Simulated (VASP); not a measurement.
OSZICAR of a VASP run on CdZn3Te4 (ordered alloy cell):

### OSZICAR
```
       N       E                     dE             d eps       ncg     rms          rms(c)
DAV:   1     0.455540868536E+03    0.45554E+03   -0.27367E+04   860   0.138E+03
DAV:   2     0.226776886106E+02   -0.43286E+03   -0.42145E+03   911   0.342E+02
DAV:   3    -0.198578916622E+02   -0.42536E+02   -0.42211E+02  1003   0.114E+02
DAV:   4    -0.210202436691E+02   -0.11624E+01   -0.11606E+01   970   0.175E+01
DAV:   5    -0.210502390986E+02   -0.29995E-01   -0.29993E-01  1076   0.253E+00    0.943E+00
DAV:   6    -0.203082081951E+02    0.74203E+00   -0.24261E+00  1087   0.222E+01    0.733E+00
DAV:   7    -0.202837183419E+02    0.24490E-01   -0.95281E-01   911   0.536E+00    0.302E+00
DAV:   8    -0.202858650316E+02   -0.21467E-02   -0.34662E-02   921   0.141E+00    0.994E-01
DAV:   9    -0.202857682533E+02    0.96778E-04   -0.55047E-03   996   0.618E-01    0.387E-01
DAV:  10    -0.202860479707E+02   -0.27972E-03   -0.19970E-03   981   0.261E-01    0.101E-01
DAV:  11    -0.202861688581E+02   -0.12089E-03   -0.24728E-04   916   0.979E-02    0.280E-02
DAV:  12    -0.202861913538E+02   -0.22496E-04   -0.30625E-05   959   0.359E-02    0.118E-02
DAV:  13    -0.202862056017E+02   -0.14248E-04   -0.28056E-05   873   0.192E-02    0.452E-03
DAV:  14    -0.202862062911E+02   -0.68944E-06   -0.41742E-07   644   0.432E-03
   1 F= -.20286206E+02 E0= -.20286206E+02  d E =-.140485E-12
```

Which electronic solver shows in the log?

It is blocked Davidson (ALGO = Normal, or the opening steps of other solvers). The INCAR had ALGO = Normal.

Can the final energy be trusted as converged?

Self-consistency was reached. It stopped with EDIFF = 1E-6, NELM = 100 (PBE GGA, plane waves, VASP's PBE PAW potentials (set 64)).

The structure was generated: CdZn3Te4 was put into an ordered model structure (P-43m), which need not be its known phase. It was relaxed first.
